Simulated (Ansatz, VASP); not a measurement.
**One calculation of W3O, two programs**

```xyz
4
Lattice="3.7874 0.0000 0.0000 0.0000 3.7874 0.0000 0.0000 0.0000 3.7874" Properties=species:S:1:pos:R:3 pbc="T T T"
W     0.0000    1.8937    1.8937
W     1.8937    0.0000    1.8937
W     1.8937    1.8937    0.0000
O     0.0000    0.0000    0.0000
```

Alike in both runs: task single point; functional PBE; k mesh 6 × 6 × 6; occupations gaussian, width 0.1 eV; no spin polarisation.

|  | VASP | Ansatz |
| --- | --- | --- |
| version | VASP 6.6.1 | Ansatz 0.2.0 |
| potentials or method | VASP PAW PBE potentials, release 64 (W_sv, O) | scalar-relativistic, plane waves, PAW |
| plane-wave cutoff (eV) | 520 | 420 |
| valence electrons in the cell | 48 | 48 |

|  | VASP | Ansatz | Ansatz less VASP |
| --- | --- | --- | --- |
| gap on the k mesh at the Fermi level (eV) | none | none | - |
| pressure (GPa) | 22.8 | 22.0 | -0.84 |

A gap of «none» marks a metal or a gap that the smearing closes.

Caveats: so large a pressure means that the cell lies far from this level's equilibrium, or that cutoff or potentials fall short (VASP). Spin-orbit coupling is left out, which matters for the levels of W.
